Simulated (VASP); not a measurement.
An input for Quantum ESPRESSO's pw.x (written as the equivalent of a VASP run, and not itself run):

```
&CONTROL
  calculation = 'scf'
  pseudo_dir = './pseudo'
  outdir = './out'
  tprnfor = .true.
  tstress = .true.
/
&SYSTEM
  ibrav = 0
  nat = 3
  ntyp = 2
  ecutwfc = 84
  occupations = 'smearing'
  smearing = 'gaussian'
  degauss = 0.003675
  input_dft = 'pbe'
/
&ELECTRONS
  conv_thr = 7.3e-08
  electron_maxstep = 100
/
ATOMIC_SPECIES
  Zr 91.224 Zr.upf
  O 15.999 O.upf
CELL_PARAMETERS angstrom
     0.0000000    2.5450000    2.5450000
     2.5450000    0.0000000    2.5450000
     2.5450000    2.5450000    0.0000000
ATOMIC_POSITIONS crystal
  Zr   0.0000000  0.0000000  0.0000000
  O    0.2500000  0.2500000  0.2500000
  O    0.7500000  0.7500000  0.7500000
K_POINTS automatic
  5 5 5 0 0 0
```

### Question
Write the VASP files for the same calculation (PBE).

### Answer
One answer among several that fit: 
**INCAR**
```
SYSTEM = ZrO2
PREC = Accurate
ENCUT = 520
EDIFF = 1E-6
NELM = 100
ALGO = Normal
LREAL = .FALSE.
LASPH = .TRUE.
ISMEAR = 0
SIGMA = 0.05
GGA = PE
LMAXMIX = 4
LWAVE = .FALSE.
LCHARG = .FALSE.
ISIF = 2
```

### POSCAR
```
ZrO2
1
    0.0000000000     2.5450000000     2.5450000000
    2.5450000000     0.0000000000     2.5450000000
    2.5450000000     2.5450000000     0.0000000000
Zr O
1 2
Direct
  0.0000000000   0.0000000000   0.0000000000
  0.2500000000   0.2500000000   0.2500000000
  0.7500000000   0.7500000000   0.7500000000
```

KPOINTS:
```
Automatic mesh
0
Gamma
5 5 5
0 0 0
```

POTCAR, in this order: Zr_sv O (PBE.64 set). Program: vasp_std.

Limits of the translation: the potentials are each code's own (VASP's PAW set, PseudoDojo norm-conserving files in pw.x), so ENCUT and ecutwfc are chosen apart and not converted; conv_thr bounds pw.x's estimated SCF error, while EDIFF bounds the energy change between steps.

The compound is ZrO2 in the fluorite structure, the high-temperature cubic form, which is unstable at 0 K; the monoclinic form is the stable one. The cell was not relaxed at this level. The k-mesh is coarse (spacing up to 0.43 per Å, 2π included), so the numbers may not be converged in it. The run is one of a series of settings (KPOINTS 5×5×5 Γ-centred mesh against the base run), some of them coarse on purpose.
